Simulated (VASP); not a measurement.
The input files of a VASP run:

### POSCAR
```
FeP
6.0124660
  0.2921421926   0.1686683966   0.5000000000
 -0.2921421926   0.1686683966   0.5000000000
  0.0000000000  -0.3373367933   0.5000000000
Fe P
1 1
direct
  0.7624000000   0.7624000000   0.7624000000
  0.2376000000   0.2376000000   0.2376000000
```

### INCAR
```
SYSTEM = FeP
PREC = Accurate
ENCUT = 400
EDIFF = 1E-6
NELM = 100
ALGO = Normal
LREAL = .FALSE.
LASPH = .TRUE.
ISMEAR = 0
SIGMA = 0.05
GGA = PE
LMAXMIX = 4
ISPIN = 2
MAGMOM = 4.0 0.0
LORBIT = 10
LWAVE = .FALSE.
LCHARG = .FALSE.
ISIF = 2
```

KPOINTS:
```
Regular mesh
0
gamma
 7 7 7
```

POTCAR, in this order: Fe P (PBE.64 set). Program: vasp_std.

Translate this PBE calculation to Ansatz.

One equivalent input (not run):
Ansatz 0.2 input:
```yaml
crystal:
  lattice:
    - [1.7564950, 1.0141130, 3.0062330]
    - [-1.7564950, 1.0141130, 3.0062330]
    - [0.0000000, -2.0282260, 3.0062330]
  atoms:
    - { symbol: Fe, position: [0.7624000, 0.7624000, 0.7624000], spin: 4 }
    - { symbol: P, position: [0.2376000, 0.2376000, 0.2376000] }
kpoints:
  mp_grid: { grid: [7, 7, 7] }
hamiltonian:
  xc: pbe
  pseudopotentials: { kind: paw }
magnetization: { spin_polarized: true }
scf:
  occupations: { method: gaussian, width: 0.05 }
  max_iter: 100
output: { forces: true, stress: true, eigenvalues: true }
```
The two are equivalent in intent, not identical: each code has its own PAW files, so the cut-off isn't converted (ENCUT is set for VASP's; basis.ecutwfc is left out, and Ansatz then takes the one that its files recommend); Ansatz stops its SCF on the density residual and VASP on the energy change (EDIFF).

The structure was generated: FeP was put into the alpha-GeTe type (R3m), which need not be its known phase. The cell was not relaxed at this level. The k-mesh is coarse (spacing up to 0.31 per Å, 2π included), so the numbers may not be converged in it.
